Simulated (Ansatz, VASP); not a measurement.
## Cross-check of GaN between VASP and Ansatz

One calculation is typed for both programs; each brings its own data sets. How far apart do they land? The cell is taken from a series of runs on this material, whose earlier steps may have relaxed, scaled, displaced or heated it; both programs get it as it stands.

Program: Ansatz 0.2.0. Level of theory: plane waves, with VASP 6.6.1 beside it; zone-centre phonons at LDA. Results are calculated unless marked as measured.

### 1. Starting point

It takes space group F-43m (No. 216, cubic). Conventional cell: a = 4.455 Å, b = 4.455 Å, c = 4.455 Å, α = 90.00°, β = 90.00°, γ = 90.00°. Nearest to N lie 4 Ga at 1.93 Å. Nearest to Ga lie 4 N at 1.93 Å. Farther neighbours and most contacts between anions are not listed.

Coordinates:

```cif
data_structure
_symmetry_space_group_name_H-M 'P 1'
_symmetry_Int_Tables_number 1
_cell_length_a 3.1503
_cell_length_b 3.1503
_cell_length_c 3.1503
_cell_angle_alpha 60.000
_cell_angle_beta 60.000
_cell_angle_gamma 60.000
_cell_volume 22.11
loop_
_atom_site_label
_atom_site_type_symbol
_atom_site_fract_x
_atom_site_fract_y
_atom_site_fract_z
_atom_site_occupancy
N1 N 0.25000 0.25000 0.25000 1
Ga2 Ga 0.00000 0.00000 0.00000 1
```

### 2. VASP: zone-centre phonons, LDA

Second derivatives magnify differences that forces hide, and they need a tight electronic threshold.

Lines of VASP's logs that name or quote its potential files are left out, and so is its time.

Input file INCAR:

```
SYSTEM = GaN
PREC = Accurate
ENCUT = 600
EDIFF = 1E-08
NELM = 120
ISMEAR = -1
SIGMA = 0.03
LREAL = .FALSE.
ALGO = Normal
GGA = PW92
NELECT = 17.966838
NBANDS = 14
LORBIT = 11
LWAVE = .FALSE.
LCHARG = .FALSE.
ISIF = 2
IBRION = 8
LASPH = .TRUE.
GGA_COMPAT = .FALSE.
KPAR = 2
```

Input file POSCAR:

```
GaN
1.0
    0.0000000000      2.2276025184      2.2276025184
    2.2276025184      0.0000000000      2.2276025184
    2.2276025184      2.2276025184      0.0000000000
N Ga
1 1
Direct
    0.2500000000      0.2500000000      0.2500000000
    0.0000000000      0.0000000000      0.0000000000
```

Input file KPOINTS:

```
Automatic mesh
0
Gamma
30 30 30
0 0 0
```

The projector-augmented-wave data sets are N and Ga_d (LDA family, release 64).

Started as:

```console
mpirun -np 2 vasp_std
```

Numbers of over 12 decimals in the logs are rounded to 6 here.

Output:

```text
[banner, memory and clock lines left out]
running    2 mpi-ranks, on    1 nodes
 distrk:  each k-point on    1 cores,    2 groups
 distr:  one band on    1 cores,    1 groups

 POSCAR found type information on POSCAR N Ga
 POSCAR found :  2 types and       2 ions
|                                                                             |
|               ----> ADVICE to this user running VASP <----                  |
|                                                                             |
|     You enforced a specific xc type in the INCAR file but a different       |
|     [... a line on the potential file left out ...]
|     I HOPE YOU KNOW WHAT YOU ARE DOING!                                     |
|                                                                             |

 LDA part: xc-table for (Slater(with rela. corr.)+PW92), standard interpolation
 POSCAR, INCAR and KPOINTS ok, starting setup
 FFT: planning ... GRIDC
 FFT: planning ... GRID_SOFT
 FFT: planning ... GRID
 WAVECAR not read
 entering main loop
       N       E                     dE             d eps       ncg     rms          rms(c)
DAV:   1     0.901010017261E+02    0.90101E+02   -0.96116E+03 22984   0.235E+03
DAV:   2    -0.924609608982E+01   -0.99347E+02   -0.92837E+02 24218   0.372E+02
DAV:   3    -0.160472380848E+02   -0.68011E+01   -0.67474E+01 23408   0.837E+01
DAV:   4    -0.161336425466E+02   -0.86404E-01   -0.86361E-01 23796   0.100E+01
DAV:   5    -0.161348554517E+02   -0.12129E-02   -0.12129E-02 23686   0.114E+00BRMIX: very serious problems
 the old and the new charge density differ
 old charge density:    18.00000 new   17.96684
BRMIX: very serious problems
 the old and the new charge density differ
 old charge density:    18.00000 new   17.96684
    0.748E+00
DAV:   6    -0.141816037902E+02    0.19533E+01   -0.51850E+00 31560   0.469E+01    0.261E+00
DAV:   7    -0.141556346205E+02    0.25969E-01   -0.26593E-01 22640   0.676E+00    0.166E+00
DAV:   8    -0.141316054614E+02    0.24029E-01   -0.68219E-02 22976   0.325E+00    0.666E-01
DAV:   9    -0.141284485936E+02    0.31569E-02   -0.13057E-02 29048   0.274E+00    0.185E-01
DAV:  10    -0.141284881364E+02   -0.39543E-04   -0.15089E-03 25552   0.609E-01    0.607E-02
DAV:  11    -0.141284378591E+02    0.50277E-04   -0.19263E-04 31144   0.274E-01    0.574E-03
DAV:  12    -0.141284394196E+02   -0.15605E-05   -0.15848E-05 21668   0.519E-02    0.304E-03
DAV:  13    -0.141284394545E+02   -0.34930E-07   -0.52606E-07 24576   0.114E-02    0.311E-04
DAV:  14    -0.141284394558E+02   -0.12519E-08   -0.19651E-08 19794   0.143E-03
   1 F= -.14128439E+02 E0= -.14128002E+02  d E =-.875765E-03
 Linear response reoptimize wavefunctions to high precision
DAV:   1    -0.141284394556E+02    0.12824E-09   -0.18284E-09 15584   0.500E-04
DAV:   2    -0.141284394557E+02   -0.40018E-10   -0.32811E-10 10960   0.181E-04
 Linear response DOF=           2
 Linear response progress:
  Degree of freedom:   1/  2
       N       E                     dE             d eps       ncg     rms          rms(c)
RMM:   1    -0.235970499224E+00   -0.23597E+00    0.89530E-02246065   0.432E+00
RMM:   2    -0.226970340568E+00    0.90002E-02   -0.92618E-03177480   0.113E+00    0.141E-01
RMM:   3    -0.228048790767E+00   -0.10785E-02   -0.16316E-03196986   0.371E-01    0.691E-02
RMM:   4    -0.229260577578E+00   -0.12118E-02   -0.38192E-04194123   0.147E-01    0.176E-02
RMM:   5    -0.229334787337E+00   -0.74210E-04   -0.12693E-05198762   0.338E-02    0.301E-03
RMM:   6    -0.229288678949E+00    0.46108E-04   -0.80682E-07193993   0.895E-03    0.117E-03
RMM:   7    -0.229283532547E+00    0.51464E-05   -0.51299E-08205327   0.228E-03    0.313E-04
RMM:   8    -0.229281500683E+00    0.20319E-05   -0.57677E-09202601   0.602E-04    0.428E-05
RMM:   9    -0.229280928224E+00    0.57246E-06   -0.90787E-10205293   0.179E-04    0.126E-05
RMM:  10    -0.229281093678E+00   -0.16545E-06   -0.41588E-10202649   0.651E-05    0.255E-06
RMM:  11    -0.229281089203E+00    0.44755E-08   -0.22619E-11205154   0.247E-05    0.370E-07
 first order change of Fermi-energy   0.18810E-03
 force on displaced ion       1 direction 1 : -12.713  -0.000  -0.000
 Linear response progress:
  Degree of freedom:   2/  2
       N       E                     dE             d eps       ncg     rms          rms(c)
RMM:   1    -0.163277541840E+00   -0.16328E+00    0.26714E-01135561   0.982E+00
RMM:   2    -0.161134936175E+00    0.21426E-02   -0.38192E-02204178   0.186E+00    0.668E-02
RMM:   3    -0.161356023654E+00   -0.22109E-03   -0.21798E-03204233   0.412E-01    0.387E-02
RMM:   4    -0.161041171043E+00    0.31485E-03   -0.15220E-04214510   0.120E-01    0.453E-03
RMM:   5    -0.161014804452E+00    0.26367E-04   -0.52084E-06217416   0.363E-02    0.208E-03
RMM:   6    -0.161002295686E+00    0.12509E-04    0.31297E-06217330   0.127E-02    0.412E-04
RMM:   7    -0.161001583445E+00    0.71224E-06    0.24440E-06221870   0.452E-03    0.197E-04
RMM:   8    -0.161001259204E+00    0.32424E-06    0.19100E-06220921   0.164E-03    0.315E-05
RMM:   9    -0.161001399314E+00   -0.14011E-06    0.87983E-07223121   0.629E-04    0.647E-06
RMM:  10    -0.161001366240E+00    0.33074E-07    0.69299E-07222501   0.258E-04    0.280E-06
RMM:  11    -0.161001388157E+00   -0.21916E-07    0.20066E-07221722   0.116E-04    0.186E-06
RMM:  12    -0.161001369665E+00    0.18492E-07    0.11940E-07220149   0.583E-05    0.379E-07
RMM:  13    -0.161001384049E+00   -0.14384E-07    0.37851E-08206158   0.311E-05    0.365E-07
RMM:  14    -0.161001382796E+00    0.12530E-08    0.15899E-08170629   0.188E-05    0.118E-07
 first order change of Fermi-energy  -0.10765E-04
 force on displaced ion       2 direction 1 : -12.698   0.000   0.000
 Linear response finished
```

Parts of OUTCAR (step 2):

```text
NELECT = 17.966838

 ion  position               nearest neighbor table
   1  0.250  0.250  0.250-   2 1.93   2 1.93   2 1.93   2 1.93
   2  0.000  0.000  0.000-   1 1.93   1 1.93   1 1.93   1 1.93

  LATTYP: Found a face centered cubic cell.
 ALAT       =     4.4552050368

 Subroutine GETGRP returns: Found 24 space group operations
 (whereof 24 operations were pure point group operations)

The static configuration has the point symmetry T_d .

 Found    752 irreducible k-points:

   k-points           NKPTS =    752   k-points in BZ     NKDIM =    752   number of bands    NBANDS=     14

   dimension x,y,z NGX =    28 NGY =   28 NGZ =   28
   dimension x,y,z NGXF=    56 NGYF=   56 NGZF=   56

   ENCUT  =  600.0 eV  44.10 Ry    6.64 a.u.   6.29  6.29  6.29*2*pi/ulx,y,z

 k-points in reciprocal lattice and weights: Automatic mesh
   0.00000000  0.00000000  0.00000000       0.000
   0.03333333  0.00000000  0.00000000       0.000
   0.06666667  0.00000000  0.00000000       0.000
   0.10000000  0.00000000  0.00000000       0.000
   0.13333333  0.00000000  0.00000000       0.000
   0.16666667  0.00000000  0.00000000       0.000
   0.20000000  0.00000000  0.00000000       0.000
   0.23333333  0.00000000  0.00000000       0.000
   0.26666667  0.00000000  0.00000000       0.000
[...]
-0.26666667  0.46666667  0.23333333       0.001
  -0.26666667  0.50000000  0.23333333       0.000

 average (electrostatic) potential at core
       1 -61.7179       2 -64.3798

  Total       -0.2646575     -0.2646575     -0.2646575     -0.0000000      0.0000000     -0.0000000
  in kB      -19.1801358    -19.1801358    -19.1801358     -0.0000000      0.0000000     -0.0000000
  external PRESSURE =     -19.1801358 kB  Pullay stress =       0.0000000 kB

  energy-cutoff  :      600.00
  volume of cell :       22.11
      direct lattice vectors                 reciprocal lattice vectors
     0.000000000  2.227602518  2.227602518    -0.224456561  0.224456561  0.224456561
     2.227602518  0.000000000  2.227602518     0.224456561 -0.224456561  0.224456561
     2.227602518  2.227602518  0.000000000     0.224456561  0.224456561 -0.224456561

 POSITION                                       TOTAL-FORCE (eV/Angst)
 -----------------------------------------------------------------------------------
      1.11380      1.11380      1.11380        -0.000000      0.000000      0.000000
      0.00000      0.00000      0.00000         0.000000     -0.000000     -0.000000
 -----------------------------------------------------------------------------------
    total drift:                               -0.000000     -0.000000      0.000000

 Eigenvectors and eigenvalues of the dynamical matrix
 ----------------------------------------------------

   1 f  =   16.322501 THz   102.557299 2PiTHz  544.460029 cm-1    67.504410 meV
             X         Y         Z           dx          dy          dz
      1.113801  1.113801  1.113801     0.000000    0.912654    0.000000
      0.000000  0.000000  0.000000     0.000000   -0.408734    0.000000

   2 f  =   16.322501 THz   102.557299 2PiTHz  544.460029 cm-1    67.504410 meV
             X         Y         Z           dx          dy          dz
      1.113801  1.113801  1.113801     0.912654    0.000000    0.000000
      0.000000  0.000000  0.000000    -0.408734    0.000000    0.000000

   3 f  =   16.322501 THz   102.557299 2PiTHz  544.460029 cm-1    67.504410 meV
             X         Y         Z           dx          dy          dz
      1.113801  1.113801  1.113801     0.000000    0.000000    0.912654
      0.000000  0.000000  0.000000     0.000000    0.000000   -0.408734

   4 f/i=    0.003603 THz     0.022637 2PiTHz    0.120177 cm-1     0.014900 meV
             X         Y         Z           dx          dy          dz
      1.113801  1.113801  1.113801     0.000000   -0.408734    0.000000
      0.000000  0.000000  0.000000     0.000000   -0.912654    0.000000

   5 f/i=    0.003603 THz     0.022637 2PiTHz    0.120177 cm-1     0.014900 meV
             X         Y         Z           dx          dy          dz
      1.113801  1.113801  1.113801    -0.408734    0.000000    0.000000
      0.000000  0.000000  0.000000    -0.912654    0.000000    0.000000

   6 f/i=    0.003603 THz     0.022637 2PiTHz    0.120177 cm-1     0.014900 meV
             X         Y         Z           dx          dy          dz
      1.113801  1.113801  1.113801     0.000000    0.000000   -0.408734
      0.000000  0.000000  0.000000     0.000000    0.000000   -0.912654

 ELASTIC MODULI CONTR FROM IONIC RELAXATION (kBar)
 Direction    XX          YY          ZZ          XY          YZ          ZX
 --------------------------------------------------------------------------------
 XX          -0.0000      0.0000      0.0000     -0.0000      0.0000      0.0000
 YY           0.0000     -0.0000     -0.0000     -0.0000     -0.0000      0.0000
 ZZ           0.0000     -0.0000     -0.0000      0.0000     -0.0000      0.0000
 XY          -0.0000     -0.0000      0.0000   -539.3812     -0.0000      0.0000
 YZ           0.0000     -0.0000     -0.0000     -0.0000   -539.3812     -0.0000
 ZX           0.0000      0.0000      0.0000      0.0000     -0.0000   -539.3812
 --------------------------------------------------------------------------------
```

(Part 1 of 2 ends here.)

[Lines on the potential files, build, host, timing and source positions are cut from VASP's logs without a mark.]

[Logs are printed without paths, hosts, clocks, repeated set-up lines and the standing remarks that a program may print on its own settings, such as how far it seeks lower states.]

[Hosts, paths, dates, database ids (printed as entryN), source tags and the programs' standing remarks are cut or masked in the printed files.]
